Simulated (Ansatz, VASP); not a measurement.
## One calculation of NaBi2H2, two programs

```
CELL_PARAMETERS angstrom
4.85146 0.00000 0.00000
-2.42573 4.20149 0.00000
0.00000 0.00000 4.87352
ATOMIC_POSITIONS crystal
Na 0.00000 0.00000 0.00000
Bi 0.33333 0.66667 0.00000
Bi 0.66667 0.33333 0.00000
H 0.33333 0.66667 0.50000
H 0.66667 0.33333 0.50000
```

Alike in both runs: task relaxation of cell and atoms; functional PBE; k mesh 6 × 6 × 4; occupations gaussian, width 0.1 eV; no spin polarisation.

```csv
,VASP,Ansatz
version,VASP 6.6.1,Ansatz 0.2.0
potentials or method,"VASP PAW PBE potentials, release 64 (Na_pv, Bi_d, H)","scalar-relativistic, plane waves, PAW"
plane-wave cutoff (eV),600,420
valence electrons in the cell,39,41
```

VASP gave:

- gap on the k mesh at the Fermi level, each at its own relaxed structure (eV): none
- relaxed volume (Å³/atom): 25.16
- relaxed cell length with the largest relative difference (Å): 5.745
- energy change over the relaxation (meV/atom): -670

Task: Estimate Ansatz's values.

Result: gap on the k mesh at the Fermi level, each at its own relaxed structure (eV): none; relaxed volume (Å³/atom): 24.97; relaxed cell length with the largest relative difference (Å): 5.723; energy change over the relaxation (meV/atom): -673.

A gap of «none» marks a metal or a gap that the smearing closes. The two sets of potentials don't hold the same shells in valence.

Caveats: the volume moved by over 15 % at a fixed basis, so the end points are rough; spin-orbit coupling is left out, which moves the levels of the heavy elements.
